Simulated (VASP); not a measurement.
Input:

```yaml
crystal:
  lattice:
    - [0.00000, 1.84365, 1.84365]
    - [1.84365, 0.00000, 1.84365]
    - [1.84365, 1.84365, 0.00000]
  atoms:
    - { symbol: B, position: [0.00000, 0.00000, 0.00000] }
    - { symbol: N, position: [0.25000, 0.25000, 0.25000] }
```

Calculation: PBE GGA, VASP's PBE PAW potentials (set 64) (plane waves; VASP 6.6.1). Run with 520 eV cut-off, 11×11×11 Γ-centred mesh, Gaussian smearing of 0.050 eV, potentials B N.

Predict the energy per atom (σ→0), pressure.

The energy per atom (σ→0) is -840.3 kJ/mol of atoms and the pressure is -17.26 GPa.

Only differences to runs with the same potentials and settings are physical.

The compound is BN in the zinc blende structure. The cell was not relaxed at this level.
